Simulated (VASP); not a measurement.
Input:

```
BaF2
1.0
    0.00000     3.05729     3.08817
    3.05729     0.00000     3.08817
    3.05729     3.05729     0.00000
Ba F
1 2
Cartesian
  0.00000   0.00000   0.00000
  1.52864   1.52864   1.54409
  4.58593   4.58593   4.63226
```

Calculation: PBEsol GGA, VASP's PBE PAW potentials (set 64) (plane waves; VASP 6.6.1). Settings: 600 eV cut-off, 6×6×6 Γ-centred mesh, Gaussian smearing of 0.050 eV, potentials Ba_sv F.

Question: Give the stress tensor in GPa (positive for a compressed cell).

Answer: 
```
1.46  0.00  0.00
0.00  1.46  0.00
0.00  0.00  0.96
```
The pressure is its mean diagonal, 1.29 GPa.

The compound is BaF2 in the fluorite structure. This cell was strained or had an atom moved on purpose.
